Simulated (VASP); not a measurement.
Here is the system:

```
Ir
1.0
    0.00000     1.91163     1.91163
    1.91163     0.00000     1.91163
    1.91163     1.91163     0.00000
Ir
1
Direct
  0.00000   0.00000   0.00000
```

The numbers are results of AM05 GGA, VASP's PBE PAW potentials (set 64) (plane waves; VASP), not measurements. Settings: 520 eV cut-off, Gaussian smearing of 0.050 eV, potentials Ir.

Unless said otherwise, spin-orbit coupling is left out, though it shifts the bands of the heavy elements here.

Q: Predict the band gap (along the path) with the smallest direct gap where there is one.

A: 
| Property | Value |
|---|---|
| band gap (along the path) | none (metal, semimetal or under 0.01 eV) |

Only differences to runs with the same potentials and settings are physical.

The compound is Ir in the fcc structure. It was relaxed first.
